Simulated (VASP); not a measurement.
All values below come from HSE06 screened hybrid, VASP's PBE PAW potentials (set 64) (plane waves; VASP 6.6.1).

Input for VASP

KPOINTS:
```
Regular mesh
0
G
  4 4 4
0 0 0
```

**INCAR**
```
AEXX = 0.25
ALGO = Normal
EDIFF = 1E-6
ENCUT = 500
GGA = PE
HFSCREEN = 0.2
ISIF = 2
ISMEAR = 0
ISYM = 3
LASPH = T
LCHARG = F
LHFCALC = T
LMAXMIX = 4
LREAL = F
LWAVE = F
NELM = 60
PREC = Accurate
PRECFOCK = Fast
SIGMA = 0.05
SYSTEM = Cd3SrO4
```

### POSCAR
```
Cd3SrO4
1
    4.8936984334     0.0000000000     0.0000000000
    0.0000000000     4.8936984334     0.0000000000
    0.0000000000     0.0000000000     4.8936984334
Sr O Cd
1 4 3
Direct
  0.0000000000   0.0000000000   0.0000000000
  0.5000000000   0.5000000000   0.5000000000
  0.0000000000   0.0000000000   0.5000000000
  0.0000000000   0.5000000000   0.0000000000
  0.5000000000   0.0000000000   0.0000000000
  0.5000000000   0.5000000000   0.0000000000
  0.5000000000   0.0000000000   0.5000000000
  0.0000000000   0.5000000000   0.5000000000
```

KPOINTS_OPT:
```
named points and PBE's band edges
6
Reciprocal
  0.000000   0.000000   0.000000 1 ! GAMMA
  0.500000   0.500000   0.500000 1 ! R
  0.500000   0.500000   0.000000 1 ! M
  0.000000   0.500000   0.000000 1 ! X
  0.464290   0.500000   0.000000 1 ! near an edge
  0.000000   0.035710   0.000000 1 ! near an edge
```

POTCAR, in this order: Sr_sv O Cd (PBE.64 set). Program: vasp_std. Read from the step before: WAVECAR.

The resulting files:

OSZICAR:
```
       N       E                     dE             d eps       ncg     rms          rms(c)
DAV:   1    -0.439365496075E+02   -0.43937E+02   -0.19333E+00   840   0.883E+00    0.354E+00
DAV:   2    -0.439525807681E+02   -0.16031E-01   -0.14879E-01   958   0.250E+00    0.203E+00
DAV:   3    -0.439431828450E+02    0.93979E-02   -0.28225E-02   936   0.102E+00    0.116E+00
DAV:   4    -0.439417271970E+02    0.14556E-02   -0.28841E-03   934   0.449E-01    0.665E-01
DAV:   5    -0.439409786061E+02    0.74859E-03   -0.10032E-03   940   0.224E-01    0.387E-01
DAV:   6    -0.439407947881E+02    0.18382E-03   -0.16415E-04   944   0.838E-02    0.229E-01
DAV:   7    -0.439407273956E+02    0.67393E-04   -0.34264E-05  1016   0.434E-02    0.136E-01
DAV:   8    -0.439407105675E+02    0.16828E-04   -0.17323E-05  1022   0.278E-02    0.808E-02
DAV:   9    -0.439407054126E+02    0.51549E-05   -0.44104E-06   832   0.157E-02    0.490E-02
DAV:  10    -0.439407037839E+02    0.16287E-05   -0.14253E-06   458   0.895E-03    0.296E-02
DAV:  11    -0.439407032569E+02    0.52701E-06   -0.48332E-07   436   0.545E-03
   1 F= -.43940703E+02 E0= -.43940703E+02  d E =-.273500E-15
       N       E                     dE             ncg
```

OUTCAR:
```
------------------------ aborting loop because EDIFF is reached ----------------------------------------
  FORCE on cell =-STRESS in cart. coord.  units (eV):
  Direction    XX          YY          ZZ          XY          YZ          ZX
  --------------------------------------------------------------------------------------
  Total       -3.1093074     -3.1093074     -3.1093074      0.0000000      0.0000000     -0.0000000
  in kB      -42.5072134    -42.5072134    -42.5072134      0.0000000      0.0000000     -0.0000000
  external PRESSURE =     -42.5072134 kB  Pullay stress =       0.0000000 kB
  volume of cell :      117.20
      direct lattice vectors                 reciprocal lattice vectors
     4.893698433  0.000000000  0.000000000     0.204344427  0.000000000  0.000000000
     0.000000000  4.893698433  0.000000000     0.000000000  0.204344427  0.000000000
     0.000000000  0.000000000  4.893698433     0.000000000  0.000000000  0.204344427
 POSITION                                       TOTAL-FORCE (eV/Angst)
 -----------------------------------------------------------------------------------
      0.00000      0.00000      0.00000         0.000000      0.000000      0.000000
      2.44685      2.44685      2.44685         0.000000      0.000000      0.000000
      0.00000      0.00000      2.44685         0.000000      0.000000      0.000000
      0.00000      2.44685      0.00000         0.000000      0.000000      0.000000
      2.44685      0.00000      0.00000         0.000000      0.000000      0.000000
      2.44685      2.44685      0.00000         0.000000      0.000000      0.000000
      2.44685      0.00000      2.44685         0.000000      0.000000      0.000000
      0.00000      2.44685      2.44685         0.000000      0.000000      0.000000
 -----------------------------------------------------------------------------------
    total drift:                                0.000005      0.000006      0.000024
  FREE ENERGIE OF THE ION-ELECTRON SYSTEM (eV)
  ---------------------------------------------------
  free  energy   TOTEN  =       -43.9407032569 eV

  energy  without entropy=      -43.9407032569  energy(sigma->0) =      -43.94070326

  exchange ACFDT corr.  =         0.00000000  see jH, gK, PRB 81, 115126
```
(Selected blocks of OUTCAR.)

The structure was generated: Cd3SrO4 was put into an ordered model structure (Pm-3m), which need not be its known phase. It was relaxed first.
